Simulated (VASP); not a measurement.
# Hf3SnS4 (Pm-3m) in VASP: further runs

One crystal, Hf3SnS4, is run at these levels: PBE; tasks: relaxation of cell and atoms.

Everything below comes from runs of VASP 6.6.1. Logs are shortened: lines on timing, memory, paths and dates and some standing lists are left out, and cuts for length are marked.

## 1. The structure

Symmetry: Pm-3m, No. 221, cubic system. The conventional cell has a = 5.570 Å, b = 5.570 Å, c = 5.570 Å, α = 90.00°, β = 90.00°, γ = 90.00°. Hf (site symmetry 4/mmm) has 6 S at 2.79 Å as nearest neighbours. Around Sn (site symmetry m-3m) lie 6 S at 2.79 Å. Around S (site symmetry 4/mmm) lie 4 Hf at 2.79 Å and 2 Sn at 2.79 Å. S (site symmetry m-3m) is surrounded by 6 Hf at 2.79 Å.

The cell was built by a generator and needn't be a form met in nature.

## 2. Relaxation of cell and atoms, PBE

Input file INCAR:

```
SYSTEM = Hf3SnS4
PREC = Normal ; ENCUT = 520
EDIFF = 1E-4 ; ISMEAR = 0
SIGMA = 0.15 ; LREAL = .False.
LASPH = .True. ; NELM = 60
ALGO = Fast ; ISIF = 3
LWAVE = .False. ; LCHARG = .False.
GGA = PE ; IBRION = 2
NSW = 24 ; EDIFFG = -0.08
```

Input file KPOINTS:

```
regular mesh
0
Gamma
  3 3 3
  0 0 0
```

Input file POSCAR:

```
Hf3SnS4
1.0
    5.5700000000      0.0000000000      0.0000000000
    0.0000000000      5.5700000000      0.0000000000
    0.0000000000      0.0000000000      5.5700000000
Hf Sn S
3 1 4
Direct
    0.5000000000      0.0000000000      0.5000000000
    0.5000000000      0.5000000000      0.0000000000
    0.0000000000      0.5000000000      0.5000000000
    0.0000000000      0.0000000000      0.0000000000
    0.5000000000      0.0000000000      0.0000000000
    0.5000000000      0.5000000000      0.5000000000
    0.0000000000      0.5000000000      0.0000000000
    0.0000000000      0.0000000000      0.5000000000
```

Potentials or basis: VASP PAW PBE potentials, release 64 (Hf_pv, Sn_d, S).

On the command line:

```
> cat potpaw_PBE.64/Hf_pv/POTCAR potpaw_PBE.64/Sn_d/POTCAR potpaw_PBE.64/S/POTCAR > POTCAR
> mpirun -np 1 vasp_std > vasp.out
```

OUTCAR:

```text
SYSTEM = Hf3SnS4
   PREC = Normal
   ENCUT = 520
   EDIFF = 1E-4
   ISMEAR = 0
   LREAL = .False.
   LASPH = .True.
   NELM = 60
   ISIF = 3
   GGA = PE
   IBRION = 2
   NSW = 24
   EDIFFG = -0.08

 ion  position               nearest neighbor table
   1  0.500  0.000  0.500-   5 2.79   6 2.79   8 2.79   5 2.79   6 2.79   8 2.79
   2  0.500  0.500  0.000-   5 2.79   6 2.79   7 2.79   6 2.79   5 2.79   7 2.79
   3  0.000  0.500  0.500-   6 2.79   7 2.79   8 2.79   7 2.79   8 2.79   6 2.79
   4  0.000  0.000  0.000-   5 2.79   7 2.79   8 2.79   8 2.79   7 2.79   5 2.79
   5  0.500  0.000  0.000-   1 2.79   2 2.79   4 2.79   1 2.79   2 2.79   4 2.79
   6  0.500  0.500  0.500-   1 2.79   2 2.79   3 2.79   2 2.79   1 2.79   3 2.79
   7  0.000  0.500  0.000-   2 2.79   3 2.79   4 2.79   3 2.79   4 2.79   2 2.79
   8  0.000  0.000  0.500-   1 2.79   3 2.79   4 2.79   4 2.79   3 2.79   1 2.79

  LATTYP: Found a simple cubic cell.
 ALAT       =     5.5700000000

  Lattice vectors:

 A1 = (   5.5700000000,   0.0000000000,   0.0000000000)
 A2 = (   0.0000000000,   5.5700000000,   0.0000000000)
 A3 = (   0.0000000000,   0.0000000000,   5.5700000000)

Analysis of symmetry for initial positions (statically):
=====================================================================
 Subroutine PRICEL returns:
 Original cell was already a primitive cell.

 Routine SETGRP: Setting up the symmetry group for a
 simple cubic supercell.

 Subroutine GETGRP returns: Found 48 space group operations
 (whereof 48 operations were pure point group operations)
 out of a pool of 48 trial point group operations.

The static configuration has the point symmetry O_h .

Analysis of symmetry for dynamics (positions and initial velocities):
=====================================================================
 Subroutine PRICEL returns:
 Original cell was already a primitive cell.

 Routine SETGRP: Setting up the symmetry group for a
 simple cubic supercell.

 Subroutine GETGRP returns: Found 48 space group operations
 (whereof 48 operations were pure point group operations)
 out of a pool of 48 trial point group operations.

The dynamic configuration has the point symmetry O_h .

 Subroutine INISYM returns: Found 48 space group operations
 (whereof 48 operations are pure point group operations),
 and found     1 'primitive' translations

----------------------------------------------------------------------------------------

                                     Primitive cell

  volume of cell :     172.8087

  direct lattice vectors                    reciprocal lattice vectors
     5.570000000  0.000000000  0.000000000     0.179533214  0.000000000  0.000000000
     0.000000000  5.570000000  0.000000000     0.000000000  0.179533214  0.000000000
     0.000000000  0.000000000  5.570000000     0.000000000  0.000000000  0.179533214

  length of vectors
     5.570000000  5.570000000  5.570000000     0.179533214  0.179533214  0.179533214

  position of ions in fractional coordinates (direct lattice)
     0.500000000  0.000000000  0.500000000
     0.500000000  0.500000000  0.000000000
     0.000000000  0.500000000  0.500000000
     0.000000000  0.000000000  0.000000000
     0.500000000  0.000000000  0.000000000
     0.500000000  0.500000000  0.500000000
     0.000000000  0.500000000  0.000000000
     0.000000000  0.000000000  0.500000000

  ion indices of the primitive-cell ions
   primitive index   ion index
                 1           1
                 2           2
                 3           3
                 4           4
                 5           5
                 6           6
                 7           7
                 8           8

----------------------------------------------------------------------------------------

 KPOINTS: regular mesh

Automatic generation of k-mesh.
 Grid dimensions read from file:
 generate k-points for:    3    3    3

 Generating k-lattice:

  Cartesian coordinates                     Fractional coordinates (reciprocal lattice)
     0.059844405  0.000000000  0.000000000     0.333333333  0.000000000  0.000000000
     0.000000000  0.059844405  0.000000000     0.000000000  0.333333333  0.000000000
     0.000000000  0.000000000  0.059844405     0.000000000  0.000000000  0.333333333

  Length of vectors
     0.059844405  0.059844405  0.059844405

  Shift w.r.t. Gamma in fractional coordinates (k-lattice)
     0.000000000  0.000000000  0.000000000

 Subroutine IBZKPT returns following result:
 ===========================================

 Found      4 irreducible k-points:

 Following reciprocal coordinates:
            Coordinates               Weight
  0.000000  0.000000  0.000000      1.000000
  0.333333  0.000000  0.000000      6.000000
  0.333333  0.333333  0.000000     12.000000
  0.333333  0.333333  0.333333      8.000000
   k-points           NKPTS =      4   k-points in BZ     NKDIM =      4   number of bands    NBANDS=     40
   number of dos      NEDOS =    301   number of ions     NIONS =      8
   total plane-waves  NPLWV =  32768
   dimension x,y,z NGX =    32 NGY =   32 NGZ =   32
   dimension x,y,z NGXF=    64 NGYF=   64 NGZF=   64
   ions per type =               3   1   4
   NGX,Y,Z   is equivalent  to a cutoff of   9.55,  9.55,  9.55 a.u.
   NGXF,Y,Z  is equivalent  to a cutoff of  19.10, 19.10, 19.10 a.u.
 SYSTEM =  Hf3SnS4
   PREC   = normal    normal or accurate (medium, high low for compatibility)
   ISTART =      0    job   : 0-new  1-cont  2-samecut
   ICHARG =      2    charge: 1-file 2-atom 10-const
   ISPIN  =      1    spin polarized calculation?
   LNONCOLLINEAR =      F non collinear calculations
   LSORBIT =      F    spin-orbit coupling
   LASPH  =      T    aspherical Exc in radial PAW
   ENCUT  =  520.0 eV  38.22 Ry    6.18 a.u.  10.36 10.36 10.36*2*pi/ulx,y,z
   NELM   =     60;   NELMIN=  2; NELMDL= -5     # of ELM steps
   EDIFF  = 0.1E-03   stopping-criterion for ELM
   LREAL  =      F    real-space projection
   EDIFFG = -.8E-01   stopping-criterion for IOM
   NSW    =     24    number of steps for IOM
   IBRION =      2    ionic relax: 0-MD 1-quasi-New 2-CG
   NFREE  =      1    steps in history (QN), initial steepest desc. (CG)
   ISIF   =      3    stress and relaxation
   ISYM   =      2    0-nonsym 1-usesym 2-fastsym
   POTIM  = 0.5000    time-step for ionic-motion
   TEBEG  =    0.0;   TEEND  =   0.0 temperature during run
   PSTRESS=    0.0 pullay stress
   NELECT =      68.0000    total number of electrons
   NUPDOWN=      -1.0000    fix difference up-down
   EMIN   =  10.00;   EMAX   =-10.00  energy-range for DOS
   EFERMI =   0.00;   METHOD = LEGACY
   ISMEAR =     0;   SIGMA  =   0.15  broadening in eV -4-tet -1-fermi 0-gaus
   EFERMI_NEDOS =   21; number of points for ismear=-14 and -15
   IALGO  =     68    algorithm
   IMIX   =      4    mixing-type and parameters
     AMIX     =   0.40;   BMIX     =  1.00
     AMIX_MAG =   1.60;   BMIX_MAG =  1.00
  volume/ion in A,a.u.               =      21.60       145.77
  Fermi-wavevector in a.u.,A,eV,Ry     =   1.199654  2.267017 19.581087  1.439169
  Thomas-Fermi vector in A             =   2.335511
   LORBIT       =      0    0 simple, 1 ext, 2 COOP (PROOUT), +10 PAW based schemes
   GGA     = PE    functional components
   LHFCALC =     F    Hartree Fock is set to
   AEXX    =    0.0000 exact exchange contribution
   IVDW    =     0    specifies the selected vdW correction
   LEPSILON=     F    determine dielectric tensor
   LRPA    =     F    only Hartree local field effects (RPA)
 conjugate gradient relaxation of ions
 non-spin polarized calculation
 RMM-DIIS sequential band-by-band and
 Gauss-broadening in eV      SIGMA  =   0.15
  energy-cutoff  :      520.00
  volume of cell :      172.81
 maximum number of plane-waves:      4697
   NGX = 21   NGY = 21   NGZ = 21

--------------------------------------- Ionic step        1  -------------------------------------------

 number of electron      67.9999963 magnetization

 Free energy of the ion-electron system (eV)
  ---------------------------------------------------
  ext. energy  EPLUGINS =         0.00000000
  ---------------------------------------------------
  free energy    TOTEN  =       -54.69947160 eV

  energy without entropy =      -54.56157353  energy(sigma->0) =      -54.63052256

------------------------ aborting loop because EDIFF is reached ----------------------------------------

  FORCE on cell =-STRESS in cart. coord.  units (eV):
  Direction    XX          YY          ZZ          XY          YZ          ZX
  --------------------------------------------------------------------------------------
  -------------------------------------------------------------------------------------
  Total      -12.4640806    -12.4640806    -12.4640806      0.0000000     -0.0000000      0.0000000
  in kB     -115.5593913   -115.5593913   -115.5593913      0.0000000     -0.0000000      0.0000000
  external PRESSURE =    -115.5593913 kB  Pullay stress =       0.0000000 kB

 VOLUME and BASIS-vectors are now :
 -----------------------------------------------------------------------------
  energy-cutoff  :      520.00
  volume of cell :      172.81
      direct lattice vectors                 reciprocal lattice vectors
     5.570000000  0.000000000  0.000000000     0.179533214  0.000000000  0.000000000
     0.000000000  5.570000000  0.000000000     0.000000000  0.179533214  0.000000000
     0.000000000  0.000000000  5.570000000     0.000000000  0.000000000  0.179533214
[... 43 lines left out ...]
 POSITION                                       TOTAL-FORCE (eV/Angst)
 -----------------------------------------------------------------------------------
      2.57567      0.00000      2.57567        -0.000000     -0.000000      0.000000
      2.57567      2.57567      0.00000         0.000000      0.000000      0.000000
     -0.00000      2.57567      2.57567        -0.000000     -0.000000      0.000000
      0.00000      0.00000      0.00000         0.000000      0.000000      0.000000
      2.57567      0.00000      0.00000         0.000000      0.000000      0.000000
      2.57567      2.57567      2.57567        -0.000000     -0.000000      0.000000
      0.00000      2.57567      0.00000         0.000000      0.000000      0.000000
     -0.00000     -0.00000      2.57567         0.000000     -0.000000      0.000000
 -----------------------------------------------------------------------------------
    total drift:                                0.000000     -0.000000     -0.000000

  FREE ENERGIE OF THE ION-ELECTRON SYSTEM (eV)
  ---------------------------------------------------
  free  energy   TOTEN  =       -55.3218905085 eV

  energy  without entropy=      -55.1916286552  energy(sigma->0) =      -55.25675958

--------------------------------------- Ionic step        3  -------------------------------------------

 number of electron      68.0000087 magnetization

 Free energy of the ion-electron system (eV)
  ---------------------------------------------------
  ext. energy  EPLUGINS =         0.00000000
  ---------------------------------------------------
  free energy    TOTEN  =       -55.74090409 eV

  energy without entropy =      -55.61306980  energy(sigma->0) =      -55.67698695

 E-fermi :   8.6594     XC(G=0): -11.1980

 val. band max:        8.6476468104   @ k =   0.3333   0.3333   0.0000
 cond. band min:       8.7160880824   @ k =   0.3333   0.0000   0.0000
 fundamental gap:      0.0684412720
 Fermi energy:         8.6594278551

 k-point     1 :       0.0000    0.0000    0.0000
  band No.  band energies     occupation
      1     -23.5455      2.00000
      2     -23.5455      2.00000
      3     -23.5455      2.00000
      4     -23.5125      2.00000
      5     -23.5125      2.00000
      6     -23.5125      2.00000
[... 183 lines left out ...]
 POSITION                                       TOTAL-FORCE (eV/Angst)
 -----------------------------------------------------------------------------------
      2.64929      0.00000      2.64929        -0.000000     -0.000000      0.000000
      2.64929      2.64929      0.00000         0.000000      0.000000      0.000000
     -0.00000      2.64929      2.64929        -0.000000     -0.000000      0.000000
      0.00000      0.00000      0.00000         0.000000      0.000000      0.000000
      2.64929      0.00000      0.00000         0.000000      0.000000      0.000000
      2.64929      2.64929      2.64929        -0.000000     -0.000000      0.000000
      0.00000      2.64929      0.00000         0.000000      0.000000      0.000000
     -0.00000     -0.00000      2.64929         0.000000     -0.000000      0.000000
 -----------------------------------------------------------------------------------
    total drift:                                0.000000     -0.000000     -0.000000

  FREE ENERGIE OF THE ION-ELECTRON SYSTEM (eV)
  ---------------------------------------------------
  free  energy   TOTEN  =       -55.7409040920 eV

  energy  without entropy=      -55.6130698032  energy(sigma->0) =      -55.67698695

 reached required accuracy - stopping structural energy minimisation
```

It took 61 s on 1 thread of Intel Xeon Platinum 8488C (Sapphire Rapids), shared host; peak memory 0.2 GiB.

What came out:

| Item | Value |
| --- | --- |
| Free energy | -55.7409 eV |
| Relaxed volume | 18.59 Å³/atom |
| Relaxed cell | a = 5.299 Å, b = 5.299 Å, c = 5.299 Å, α = 90.00°, β = 90.00°, γ = 90.00° |
| Space group after relaxing (to 0.05 Å) | Pm-3m (No. 221) |
| Energy gained by relaxing | 130.2 meV/atom |
| Ionic steps | 3 |
| Pressure after relaxing | -0.2 GPa |
| Band gap on the k mesh | none (metal or under the smearing width) |

The path:
```tsv
step	energy change (eV)	largest force (eV/Å)	pressure (GPa)	volume (Å³)
1	0.0000	0.0000	-11.56	172.81
2	-0.6224	0.0000	12.00	136.70
3	-1.0414	0.0000	-0.24	148.76
```

Final structure:
```cif
data_structure
_symmetry_space_group_name_H-M 'P 1'
_symmetry_Int_Tables_number 1
_cell_length_a 5.2986
_cell_length_b 5.2986
_cell_length_c 5.2986
_cell_angle_alpha 90.000
_cell_angle_beta 90.000
_cell_angle_gamma 90.000
_cell_volume 148.76
loop_
_atom_site_label
_atom_site_type_symbol
_atom_site_fract_x
_atom_site_fract_y
_atom_site_fract_z
_atom_site_occupancy
Hf1 Hf 0.50000 0.00000 0.50000 1
Hf2 Hf 0.50000 0.50000 0.00000 1
Hf3 Hf 0.00000 0.50000 0.50000 1
Sn1 Sn 0.00000 0.00000 0.00000 1
S1 S 0.50000 0.00000 0.00000 1
S2 S 0.50000 0.50000 0.50000 1
S3 S 0.00000 0.50000 0.00000 1
S4 S 0.00000 0.00000 0.50000 1
```

Caveat: the k mesh is coarse (spacing up to 0.38 Å⁻¹), so the values aren't converged; the relaxation stopped at a loose force limit of 0.08 eV/Å, so its end isn't a converged minimum. The run has no spin-orbit coupling, so splittings on Hf are missing.

## 3. Relaxation of cell and atoms, PBE

This run uses another cell than the first one, of 22.05 Å³/atom, 1.021 times its volume.

INCAR is that of step 2.

KPOINTS is that of step 2.

Input file POSCAR:

```
Hf3SnS4
1.0
    0.0000000000      4.4516275000      4.4516275000
    4.4516275000      0.0000000000      4.4516275000
    4.4516275000      4.4516275000      0.0000000000
Hf Sn S
3 1 4
Direct
    0.7500000000      0.7500000000      0.7500000000
    0.0000000000      0.0000000000      0.0000000000
    0.5000000000      0.5000000000      0.5000000000
    0.2500000000      0.2500000000      0.2500000000
    0.1245375000      0.6263875000      0.1245375000
    0.1245375000      0.1245375000      0.1245375000
    0.6263875000      0.1245375000      0.1245375000
    0.1245375000      0.1245375000      0.6263875000
```

Potentials or basis: VASP PAW PBE potentials, release 64 (Hf_pv, Sn_d, S).

On the command line:

```
> cat potpaw_PBE.64/Hf_pv/POTCAR potpaw_PBE.64/Sn_d/POTCAR potpaw_PBE.64/S/POTCAR > POTCAR
> mpirun -np 1 vasp_std > vasp.out
```

Run time: 4.2 min. Hardware: 1 thread of Intel Xeon Platinum 8488C (Sapphire Rapids), shared host; peak memory 0.23 GiB.

The run converged. Its results:

```yaml
Free_energy: -41.9417 eV
Relaxed_volume: 41.54 Å³/atom
Relaxed_cell: a = 7.775 Å, b = 7.775 Å, c = 7.775 Å, α = 60.00°, β = 60.00°, γ = 60.00°
Space_group_after_relaxing_to_0.05_Å: F-43m (No. 216)
Energy_gained_by_relaxing: 2298.9 meV/atom
Ionic_steps: 9
Pressure_after_relaxing: 0.3 GPa
Largest_force_after_relaxing: 0.043 eV/Å
Band_gap_on_the_k_mesh: none (metal or under the smearing width)
```

Forces on the atoms (eV/Å):
```
Hf   0.000  0.000  0.000
Hf   0.000  0.000  0.000
Hf   0.000  0.000  0.000
Sn   0.000  0.000  0.000
S    0.025 -0.025  0.025
S   -0.025 -0.025 -0.025
S   -0.025  0.025  0.025
S    0.025  0.025 -0.025
```

The path:
| step | energy change (eV) | largest force (eV/Å) | pressure (GPa) | volume (Å³) |
| --- | --- | --- | --- | --- |
| 1 | 0.0000 | 0.0479 | 69.51 | 176.44 |
| 2 | -9.6697 | 2.1606 | -5.07 | 550.89 |
| 3 | -18.2633 | 0.7027 | 1.52 | 313.24 |
| 4 | -18.2548 | 1.1230 | -1.14 | 342.55 |
| 5 | -18.3105 | 0.9333 | -0.16 | 329.15 |
| 6 | -18.3115 | 0.8795 | 0.14 | 325.46 |
| 7 | -18.3779 | 0.0172 | 0.55 | 326.01 |
| 8 | -18.3780 | 0.0204 | 0.58 | 326.00 |
| 9 | -18.3914 | 0.0433 | 0.28 | 332.35 |

Final structure:
```yaml
crystal:
  lattice:
    - [0.00000, 5.49781, 5.49781]
    - [5.49781, 0.00000, 5.49781]
    - [5.49781, 5.49781, 0.00000]
  atoms:
    - { symbol: Hf, position: [0.75000, 0.75000, 0.75000] }
    - { symbol: Hf, position: [0.00000, 0.00000, 0.00000] }
    - { symbol: Hf, position: [0.50000, 0.50000, 0.50000] }
    - { symbol: Sn, position: [0.25000, 0.25000, 0.25000] }
    - { symbol: S, position: [0.12218, 0.63345, 0.12218] }
    - { symbol: S, position: [0.12218, 0.12218, 0.12218] }
    - { symbol: S, position: [0.63345, 0.12218, 0.12218] }
    - { symbol: S, position: [0.12218, 0.12218, 0.63345] }
```

Levels at points of the mesh, in eV from the Fermi level:
```tsv
k point	band 32	band 33	band 34	band 35	band 36	band 37	band 38	band 39
(0.00, 0.00, 0.00)	-0.54	-0.30	-0.09	-0.09	-0.09	0.29	0.29	0.50
```

Caveat: the k mesh is coarse (spacing up to 0.41 Å⁻¹), so the values aren't converged; the volume moved by over 15 % at a fixed basis, so the end points are rough; the relaxation stopped at a loose force limit of 0.08 eV/Å, so its end isn't a converged minimum. The run has no spin-orbit coupling, so splittings on Hf are missing.

[end of part 1 of 2]
